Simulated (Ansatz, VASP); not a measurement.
# Te (Tellurium) in two plane-wave programs

Aim: how closely do two programs agree when they are given the same cell, functional and k mesh? The cell is taken from a series of VASP runs on this material, whose earlier steps may have relaxed, scaled or displaced it; both programs get it as it stands.

Calculated with Ansatz 0.2.0; plane waves, with VASP 6.6.1 beside it; relaxation of cell and atoms at PBE.

### 1. The structure

Symmetry: P3_121, No. 152, trigonal system. Conventional cell: a = 4.508 Å, b = 4.508 Å, c = 5.961 Å, α = 90.00°, β = 90.00°, γ = 120.00°. Nearest to Te lie 2 Te at 2.89 Å.

### 2. VASP: relaxation of cell and atoms, PBE

The relaxed volume is the usual yardstick between codes: its relative difference is about their pressure difference at one cell divided by the bulk modulus.

Lines of VASP's logs that name or quote its potential files are left out, and so is its time.

INCAR

```
SYSTEM = Te
PREC = Accurate
ENCUT = 450
EDIFF = 1E-07
NELM = 100
ISMEAR = 0
SIGMA = 0.03
LREAL = .FALSE.
ALGO = Normal
GGA = PE
NBANDS = 15
LORBIT = 11
LWAVE = .FALSE.
LCHARG = .FALSE.
KPAR = 2
IBRION = 2
NSW = 50
ISIF = 3
EDIFFG = -0.002
```

POSCAR

```
Te
1.0
    4.5078388874      0.0000000000      0.0000000000
   -2.2539194437      3.9039029927      0.0000000000
    0.0000000000      0.0000000000      5.9614234603
Te
3
Direct
    0.7304605826      0.7304605826      0.0000000000
    0.0000000000      0.2695394174      0.6666666667
    0.2695394174      0.0000000000      0.3333333333
```

KPOINTS

```
Automatic mesh
0
Gamma
8 8 6
0 0 0
```

The projector-augmented-wave data sets are Te (PBE family, release 64).

Launch:

```sh
$ mpirun -np 2 vasp_std
```

Numbers of over 12 decimals in the logs are rounded to 6 here.

The program printed:

```text
[banner, memory and clock lines left out]
running    2 mpi-ranks, on    1 nodes
 distrk:  each k-point on    1 cores,    2 groups
 distr:  one band on    1 cores,    1 groups

 POSCAR found type information on POSCAR Te
 POSCAR found :  1 types and       3 ions
 LDA part: xc-table for (Slater+PW92), standard interpolation
 POSCAR, INCAR and KPOINTS ok, starting setup
 FFT: planning ... GRIDC
 FFT: planning ... GRID_SOFT
 FFT: planning ... GRID
 WAVECAR not read
 entering main loop
       N       E                     dE             d eps       ncg     rms          rms(c)
DAV:   1     0.691779125721E+02    0.69178E+02   -0.59828E+03  1500   0.851E+02
DAV:   2    -0.496320855562E+01   -0.74141E+02   -0.70998E+02  2034   0.133E+02
DAV:   3    -0.936664478698E+01   -0.44034E+01   -0.43859E+01  1738   0.373E+01
DAV:   4    -0.944861978794E+01   -0.81975E-01   -0.81964E-01  2309   0.594E+00
DAV:   5    -0.944951122936E+01   -0.89144E-03   -0.89144E-03  1893   0.531E-01    0.116E+01
DAV:   6    -0.943030264295E+01    0.19209E-01   -0.18822E-02  1906   0.849E-01    0.732E+00
DAV:   7    -0.942725172350E+01    0.30509E-02   -0.41794E-02  1745   0.128E+00    0.304E-01
DAV:   8    -0.942652794931E+01    0.72377E-03   -0.74878E-03  1682   0.491E-01    0.158E-01
DAV:   9    -0.942656650930E+01   -0.38560E-04   -0.20730E-04  2110   0.998E-02    0.101E-01
DAV:  10    -0.942659972462E+01   -0.33215E-04   -0.46995E-05  1881   0.444E-02    0.226E-02
DAV:  11    -0.942659702446E+01    0.27002E-05   -0.11187E-05  1990   0.201E-02    0.635E-03
DAV:  12    -0.942659736675E+01   -0.34229E-06   -0.10011E-06  1997   0.614E-03    0.237E-03
DAV:  13    -0.942659753277E+01   -0.16603E-06   -0.48711E-07  1836   0.417E-03    0.110E-03
DAV:  14    -0.942659756039E+01   -0.27619E-07   -0.97722E-09  1352   0.633E-04
   1 F= -.94265976E+01 E0= -.94265976E+01  d E =-.942660E+01
 curvature:   0.00 expect dE= 0.000E+00 dE for cont linesearch  0.000E+00
 trial: gam= 0.00000 g(F)=  0.236E-08 g(S)=  0.644E-06 ort = 0.000E+00 (trialstep = 0.100E+01)
 search vector abs. value=  0.646E-06
 reached required accuracy - stopping structural energy minimisation
```

OUTCAR, selected parts (step 2):

```text
ion  position               nearest neighbor table
   1  0.730  0.730  0.000-   3 2.89   2 2.89   3 3.50   2 3.50   2 3.50   3 3.50
   2  0.000  0.270  0.667-   1 2.89   3 2.89   1 3.50   1 3.50   3 3.50   3 3.50
   3  0.270  0.000  0.333-   1 2.89   2 2.89   1 3.50   1 3.50   2 3.50   2 3.50

  LATTYP: Found a hexagonal cell.
 ALAT       =     4.5078388874
 C/A-ratio  =     1.3224570818

 Subroutine GETGRP returns: Found  6 space group operations
 (whereof  2 operations were pure point group operations)

The static configuration has the point symmetry C_2 .
 The point group associated with its full space group is D_3 .

 Found     50 irreducible k-points:

   k-points           NKPTS =     50   k-points in BZ     NKDIM =     50   number of bands    NBANDS=     15

   dimension x,y,z NGX =    32 NGY =   32 NGZ =   42
   dimension x,y,z NGXF=    64 NGYF=   64 NGZF=   84

   ENCUT  =  450.0 eV  33.07 Ry    5.75 a.u.   7.80  7.80 10.31*2*pi/ulx,y,z

   NELECT =      18.0000    total number of electrons

 k-points in reciprocal lattice and weights: Automatic mesh
   0.00000000  0.00000000  0.00000000       0.003
   0.12500000 -0.00000000  0.00000000       0.016
   0.25000000 -0.00000000  0.00000000       0.016
   0.37500000  0.00000000  0.00000000       0.016
   0.50000000 -0.00000000  0.00000000       0.008
   0.12500000  0.12500000  0.00000000       0.016
   0.25000000  0.12500000  0.00000000       0.031
   0.37500000  0.12500000  0.00000000       0.031
   0.25000000  0.25000000  0.00000000       0.016
[...]
0.25000000  0.25000000  0.50000000       0.016
   0.37500000  0.25000000  0.50000000       0.016

 average (electrostatic) potential at core
       1 -89.3519       2 -89.3519       3 -89.3519

 E-fermi :   5.7284

 k-point     1 :       0.0000    0.0000    0.0000
  band No.  band energies     occupation
    ...
      5       2.8702      2.00000
      6       2.8702      2.00000
      7       3.9585      2.00000
      8       3.9585      2.00000
      9       4.7590      2.00000
     10       6.5581      0.00000
     11       6.5581      0.00000
     12       7.1236      0.00000
     13      10.6127      0.00000
     14      10.6127      0.00000
    ...

 k-point     2 :       0.1250   -0.0000    0.0000
  band No.  band energies     occupation
    ...
      5       2.4063      2.00000
      6       2.6778      2.00000
      7       4.2494      2.00000
      8       4.5521      2.00000
      9       4.9506      2.00000
     10       6.2729      0.00000
     11       6.4877      0.00000
     12       6.9974      0.00000
     13      10.2853      0.00000
     14      10.5717      0.00000
    ...

 k-point     3 :       0.2500   -0.0000    0.0000
  band No.  band energies     occupation
    ...
      5       1.8182      2.00000
      6       2.2934      2.00000
      7       4.1029      2.00000
      8       4.6232      2.00000
      9       4.7950      2.00000
     10       6.4035      0.00000
     11       6.6017      0.00000
     12       7.3881      0.00000
     13       9.4549      0.00000
     14      10.9135      0.00000
    ...

  Total        0.0044329      0.0044329     -0.0008606      0.0000000      0.0000000      0.0000000
  in kB        0.0676984      0.0676984     -0.0131433      0.0000000      0.0000000      0.0000000
  external PRESSURE =       0.0407512 kB  Pullay stress =       0.0000000 kB

  energy-cutoff  :      450.00
  volume of cell :      104.91
      direct lattice vectors                 reciprocal lattice vectors
     4.507838887  0.000000000  0.000000000     0.221835790  0.128076953  0.000000000
    -2.253919444  3.903902993  0.000000000     0.000000000  0.256153906  0.000000000
     0.000000000  0.000000000  5.961423460     0.000000000  0.000000000  0.167745171

 POSITION                                       TOTAL-FORCE (eV/Angst)
 -----------------------------------------------------------------------------------
      1.64640      2.85165      0.00000        -0.000064     -0.000111     -0.000000
     -0.60752      1.05226      3.97428        -0.000064      0.000111     -0.000000
      1.21504      0.00000      1.98714         0.000128      0.000000      0.000000
 -----------------------------------------------------------------------------------
    total drift:                                0.000000     -0.000000      0.000000

  FREE ENERGIE OF THE ION-ELECTRON SYSTEM (eV)
  ---------------------------------------------------
  free  energy   TOTEN  =        -9.4265975604 eV

  energy  without entropy=       -9.4265975604  energy(sigma->0) =       -9.42659756

 reached required accuracy - stopping structural energy minimisation

 total charge
# of ion       s       p       d       tot
------------------------------------------
    1        1.433   1.804   0.039   3.277
    2        1.433   1.804   0.039   3.277
    3        1.433   1.804   0.039   3.277
--------------------------------------------------
tot          4.300   5.413   0.118   9.831

[... 3 further parts left out ...]
```

The run keeps the 6 symmetry operations of its start, so it cannot find a distortion of lower symmetry.

### 3. Ansatz: relaxation of cell and atoms, PBE

Ansatz runs on its default PAW (the set named soft_2) files.

The same cell, functional, mesh and smearing now go to Ansatz, which takes its cutoff from its data sets.

input.yaml

```yaml
crystal:
  lattice:
    - [4.5078388874, 0.0, 0.0]
    - [-2.2539194437, 3.9039029927, 0.0]
    - [0.0, 0.0, 5.9614234603]
  atoms:
    - { symbol: Te, position: [0.7304605826, 0.7304605826, 0.0] }
    - { symbol: Te, position: [0.0, 0.2695394174, 0.6666666667] }
    - { symbol: Te, position: [0.2695394174, 0.0, 0.3333333333] }
hamiltonian:
  xc: pbe
  pseudopotentials: { kind: paw }
kpoints:
  mp_grid: { grid: [8, 8, 6] }
scf:
  occupations: { method: gaussian, width: 0.03 }
relax:
  f_tol: 0.01
  max_steps: 60
  cell: { stress_tol: 0.05 }
output:
  forces: true
  stress: true
```

Launch:

```sh
$ ansatz run input.yaml --threads 4 --pin off --max-ram 9216MiB --backend cpu --events-out ev --progress --plain --runs-dir out
```

The program printed:

```text
Engine: ansatz 0.2.0, aarch64-unknown-linux-gnu
Pseudopotentials: kind: paw
Pseudopotential: Te, paw, valence charge 16, recommended cutoff 420 eV (normal), Te.paw.azcp
Functional definition: PBE
  parameter kappa = 0.804
  parameter beta = 0.066725
  exchange = pbe_x(kappa = kappa, mu = beta*pi^2/3)
  correlation = pbe_c(beta = beta)
Crystal: 3 atoms, lattice volume = 104.910 Å³
Basis set: ecut = 420 eV, 2053 PW (Γ), exchange–correlation on 64×64×80 points (8 copies of the dense FFT grid, shifted against one another)
Bands: 29, of which v1, the nominal top of the filled ones, is band 24 counted from 1 (23 counted from 0)
Symmetry: 6 space group operations
Space group: P3121 (ITA 152), of the structure as read, at distance tolerance 4.7e-5 Å
k-points: 50 of 384 (time reversal used)
Non-local potential: Te, projectors of the file, l = 0: 2, l = 1: 2, l = 2: 2, l = 3: 2
PAW form: soft (Blöchl's): semilocal exchange-correlation on the pseudo side does not see the compensation charge
PAW one-centre angular grid: Te, 590 points (default); XC on 64 Gauss nodes
Initial density: superposition of atomic densities (neutral atoms: chi_scale 0, normalization atom), corrected by the library's trained network
Initial wavefunctions: pseudopotential atomic-orbital guess
Functional: x = pbe(κ = 0.804, μ = 0.219515), c = pbe(β = 0.066725)
SCF iter   1: F=—  HF=-20939.875810 eV  |F-HF|=—  |Δ(HF+E_count)|=         —  Δρ=1.21e-3  dr2=9.90e-4  ethr=1.77e-3  ⟨swp⟩=8.0  Hψ=6772  notcnv=0
preconditioner: auto → Resta (q_TF=auto, 2.395 Å⁻¹)  ε∞=4.2  [insulator: Δε(μ)=0.482 eV  Ē_g=8.536 eV  σ=0.030 eV  W_gap=1.00  n_scr=22 (ndim 8)  ℏωp=15.4 eV  f_vac=0.031  D(μ)=0.00/eV (n_scr^D=0)  ε∞_Penn≈4.2]
SCF iter   2: F=—  HF=-20939.874118 eV  |F-HF|=—  |Δ(HF+E_count)|=   1.69e-3  Δρ=6.92e-4  dr2=3.22e-4  ethr=2.06e-6  ⟨swp⟩=2.9  Hψ=3384  notcnv=0  defer=35
SCF iter   3: F=—  HF=-20939.874419 eV  |F-HF|=—  |Δ(HF+E_count)|=   3.02e-4  Δρ=3.77e-4  dr2=1.02e-4  ethr=6.72e-7  ⟨swp⟩=3.0  Hψ=2648  notcnv=0  defer=35
SCF iter   4: F=—  HF=-20939.874600 eV  |F-HF|=—  |Δ(HF+E_count)|=   1.81e-4  Δρ=6.16e-5  dr2=3.46e-6  ethr=2.13e-7  ⟨swp⟩=2.0  Hψ=1850  notcnv=0  defer=35
SCF iter   5: F=—  HF=-20939.874605 eV  |F-HF|=—  |Δ(HF+E_count)|=   4.87e-6  Δρ=2.53e-5  dr2=6.06e-7  ethr=7.21e-9  ⟨swp⟩=3.0  Hψ=2600  notcnv=0  defer=35
SCF iter   6: F=-20939.874605 eV  HF=-20939.874605 eV  |F-HF|=2.28e-9  |Δ(HF+E_count)|=   3.96e-8  Δρ=6.45e-6  dr2=5.69e-8  ethr=2.08e-10  ⟨swp⟩=3.1  Hψ=5905  notcnv=0
SCF 1 converged in 6 iterations: F = -20939.874605 eV  dr2 = 5.69e-8
  greatest PAW one-centre occupation: 0.998 electrons in one spin orbital (limit 2), on the Te atom at site 2 (counted from 0), in its partial waves of l = 2
relax step   1: F+E_penalty+E_count = -20939.87460537 eV  Δ(F+E_penalty+E_count) = +0.000e0 eV  max|allowed force component| = 1.462e-2 eV/Å  Δτ_max = 0.0000 Å  P = +0.007 GPa  Ω = 104.910 Å³  (6 SCF iters, dr2 threshold 1.00e-7 eV, accepted)
[...]
relax step   2: F+E_penalty+E_count = -20939.87469488 eV  Δ(F+E_penalty+E_count) = -8.951e-5 eV  max|allowed force component| = 4.659e-3 eV/Å  Δτ_max = 0.0029 Å  P = +0.027 GPa  Ω = 105.038 Å³  energy of the carried Pulay correction = -1.913e-5 eV  (4 SCF iters, dr2 threshold 1.34e-8 eV, accepted)
[...]
relax step   3: F+E_penalty+E_count = -20939.87471469 eV  Δ(F+E_penalty+E_count) = -1.981e-5 eV  max|allowed force component| = 4.674e-3 eV/Å  Δτ_max = 0.0000 Å  P = +0.027 GPa  Ω = 105.038 Å³  stress off target by 3.78e-2 GPa  SCF on the basis re-selected at this cell (its energy is not comparable with the rows above)  (5 SCF iters)
basis re-selected at this cell: Δ(F+E_penalty+E_count) = -1.981e-5 eV, ΔP = -0.000 GPa vs the last step (what re-selecting the basis moved, of the pressure what is left beyond the Pulay correction that the steps carried, after the strain that the cell walked since its last selection, with what the two solves' SCF thresholds leave and, on support functions, any second-order correction that the steps lacked; it is no m [...]
SCF converged after 5 iterations
Free energy (F): -20939.874715 eV
Harris-Foulkes:  -20939.874715 eV  (|F-HF|=7.28e-12)
Internal energy: -20939.874715 eV  (E = F + TS)
E sigma→0 (E₀):  -20939.874715 eV
Fermi energy:    8.515086 eV
--- Per-component energies (eV) ---
  E_band       = -817.227443
  E_kinetic    = 539.034410
  E_local      = -3906.345480  (includes V_loc(G=0)·N_el)
  E_nonlocal   = -931.382578
  E_hartree    = 2465.114813
  E_xc         = -371.651161
  E_vxc        = -310.603615  (∫ρ·V_xc dr)
  E_paw        = -13985.892926  (= ΣΔE_a)
  E_vpaw       = -1138.159383  (= ΣTr[D̂ρ^β])
  E_aug_tail   = -0.000552  (compensation charges beyond the density's cutoff)
  E_ewald      = -4748.751241
  E_smearing   = -0.000000  (= −TS)
  E_closure    = 0.000000  (closes the sum)
  Σ components = -20939.874715   (vs F -20939.874715, Δ=0.00e0)
--- Forces (eV/Å), atoms counted from 1 ---
  atom   1  Te     0.00233686     0.00404756    -0.00000000
  atom   2  Te     0.00233686    -0.00404756     0.00000000
  atom   3  Te    -0.00467372    -0.00000000     0.00000000
  max |Σ_I F_I| component: 1.73e-18 eV/Å
--- Stress (GPa, compression-positive) ---
        0.037765      -0.000000      -0.000000
       -0.000000       0.037765       0.000000
       -0.000000       0.000000       0.004618
  P = ⅓ Tr σ = 0.0267 GPa (0.267 kbar)
--- Relaxed structure (2 steps of the walk, 2 accepted, 1 SCFs on fresh bases) ---
  F+E_penalty+E_count = -20939.87471469 eV   max|allowed force component| = 4.674e-3 eV/Å   (the final SCF, on the basis selected at the relaxed cell)
  cell:  # Å, volume = 105.0381 Å³
    - [4.510668, 0, 3.4210221000015135e-19]
    - [-2.255334, 3.906353, -1.7105110500007228e-19]
    - [4.524154903149357e-19, 0, 5.961211]
  atoms:
    - { symbol: Te, position: [0.731106, 0.731106, 0] }
    - { symbol: Te, position: [0, 0.268894, 0.666667] }
    - { symbol: Te, position: [0.268894, 0, 0.333333] }
```

Wall time 7.8 s (4 threads of Arm Neoverse V2, shared host); peak memory 0.42 GiB; 28 s of CPU time.

### 4. Comparison

Known differences besides the potentials themselves: both relaxations stop at a tolerance, which leaves soft axes loose, and VASP keeps its plane-wave basis; the data sets hold 48 valence electrons in Ansatz (default PAW (the set named soft_2) files) and 18 in VASP; the cutoff is 420 eV in Ansatz and 450 eV in VASP; VASP leaves aspherical gradient terms in its spheres out (LASPH is not set), Ansatz keeps them; Ansatz adds a Pulay correction to the stress that steers its cell, VASP none. Total energies have different zeros and are not compared.

The two programs side by side:

| quantity | Ansatz | VASP | difference |
| --- | --- | --- | --- |
| volume (Å³) | 105.04 | 104.91 | +0.12 % |
| edge a after relaxation, in the typed setting (Å) | 4.511 | 4.508 | +0.06 % |
| edge c after relaxation, in the typed setting (Å) | 5.961 | 5.961 | +0.00 % |

The walks stopped with 0.03 GPa left in Ansatz and 0.00 GPa in VASP; each walk ends within a tolerance, so the volume difference is uncertain by about these residues over the bulk modulus, most in soft cells.

### 5. Summary of results

* difference in volume (relaxation of cell and atoms, PBE): 0.12 %

In words: The difference in volume is 0.12 % (relaxation of cell and atoms, PBE), within the 1.2 % picked in this series as the mark of a large difference, as far as the stopping tolerances let one tell. Such differences can come from data sets, numerical settings and the points named under the comparisons, not from the functional's error against experiment.

[Lines on the potential files, build, host, timing and source positions are cut from VASP's logs without a mark.]

[Logs are printed without paths, hosts, clocks, repeated set-up lines and the standing remarks that a program may print on its own settings, such as how far it seeks lower states.]

[Hosts, paths, dates, database ids (printed as entryN), source tags and the programs' standing remarks are cut or masked in the printed files.]
